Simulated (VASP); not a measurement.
# Cd₄Se₃Te (ordered alloy cell): computed properties

Calculation: PBEsol GGA, VASP's PBE PAW potentials (set 64) (plane waves; VASP).

| Item | Value |
|---|---|
| space group | P-43m (215) |
| cell | a = b = c = 6.179 Å, α = β = γ = 90.00° |
| volume per atom | 29.49 Å³/atom |
| band gap (over mesh and band path) | 0.42 eV |
| smallest direct gap (over mesh and band path) | 0.42 eV |
| band-edge character | direct, Γ to Γ |
| density | 5.73 g/cm³ |

```yaml
crystal:
  lattice:
    - [6.17938, 0.00000, 0.00000]
    - [0.00000, 6.17938, 0.00000]
    - [0.00000, 0.00000, 6.17938]
  atoms:
    - { symbol: Cd, position: [0.99156, 0.99156, 0.99156] }
    - { symbol: Cd, position: [0.50844, 0.50844, 0.99156] }
    - { symbol: Cd, position: [0.50844, 0.99156, 0.50844] }
    - { symbol: Cd, position: [0.99156, 0.50844, 0.50844] }
    - { symbol: Te, position: [0.25000, 0.25000, 0.25000] }
    - { symbol: Se, position: [0.75000, 0.75000, 0.25000] }
    - { symbol: Se, position: [0.75000, 0.25000, 0.75000] }
    - { symbol: Se, position: [0.25000, 0.75000, 0.75000] }
```

Unless said otherwise, spin-orbit coupling is left out, though it shifts the bands of the heavy elements here.

The structure was generated: Cd4Se3Te was put into an ordered model structure (P-43m), which need not be its known phase. It was relaxed first. Symmetry was kept, so distortions that lower it aren't found.
